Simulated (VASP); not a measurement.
Data:

```yaml
crystal:
  lattice:
    - [4.21955, 0.00000, 0.00000]
    - [0.00000, 4.21955, 0.00000]
    - [0.00000, 0.00000, 9.26443]
  atoms:
    - { symbol: Pb, position: [0.00000, 0.50000, 0.84390] }
    - { symbol: Pb, position: [0.50000, 0.00000, 0.15610] }
    - { symbol: I, position: [0.50000, 0.00000, 0.67324] }
    - { symbol: I, position: [0.00000, 0.50000, 0.32676] }
    - { symbol: F, position: [0.00000, 0.00000, 0.00000] }
    - { symbol: F, position: [0.50000, 0.50000, 0.00000] }
```

Level of theory: r2SCAN meta-GGA, VASP's PBE PAW potentials (set 64) (plane waves; VASP 6.6.1). Settings: 520 eV cut-off, 6×6×3 Γ-centred mesh, tetrahedra with Blöchl corrections, potentials Pb_d I F.

Unless said otherwise, spin-orbit coupling is left out, though it shifts the bands of the heavy elements here.

**Question.** Estimate the energy per atom (σ→0), band gap (over mesh and band path) with the smallest direct gap where there is one.

**Answer.** 
```yaml
band gap (over mesh and band path): 2.38 eV
smallest direct gap (over mesh and band path): 2.38 eV
energy per atom (σ→0): -29.650 eV/atom
```

The structure comes from a computed database's PbIF entry (P4/nmm); how it stands against other phases isn't given here. It was relaxed first.
